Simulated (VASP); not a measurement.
Computed with rev-vdW-DF2, VASP's PBE PAW potentials (set 64) (plane waves; VASP).

The input files of a VASP run:

### INCAR
```
SYSTEM = Li2O
PREC = Accurate
ENCUT = 520
EDIFF = 1E-6
NELM = 100
ALGO = Normal
LREAL = .FALSE.
LASPH = .TRUE.
ISMEAR = 0
SIGMA = 0.05
GGA = MK
PARAM1 = 0.1234568
PARAM2 = 0.7114
ZAB_VDW = -1.8867
LUSE_VDW = .TRUE.
AGGAC = 0.0
LWAVE = .FALSE.
LCHARG = .FALSE.
IBRION = 2
ISIF = 3
NSW = 60
EDIFFG = -0.02
```

### POSCAR
```
Li2O
1
    0.0000000000     2.2999668349     2.2999668349
    2.2999668349     0.0000000000     2.2999668349
    2.2999668349     2.2999668349     0.0000000000
Li O
2 1
Direct
  0.2500000000   0.2500000000   0.2500000000
  0.7500000000   0.7500000000   0.7500000000
  1.0000000000   0.0000000000   0.0000000000
```

**KPOINTS**
```
Automatic mesh
0
Gamma
8 8 8
0 0 0
```

POTCAR, in this order: Li_sv O (PBE.64 set). Program: vasp_std.

Q: What will the output report for the number of irreducible k-points (NKPTS), largest plane-wave count, number of space-group operations, FFT grid (NGX, NGY, NGZ)?

A: 
number of irreducible k-points (NKPTS): 29
largest plane-wave count: 670
number of space-group operations: 48
FFT grid (NGX, NGY, NGZ): 24 × 24 × 24

The compound is Li2O in the antifluorite structure. It was relaxed first.
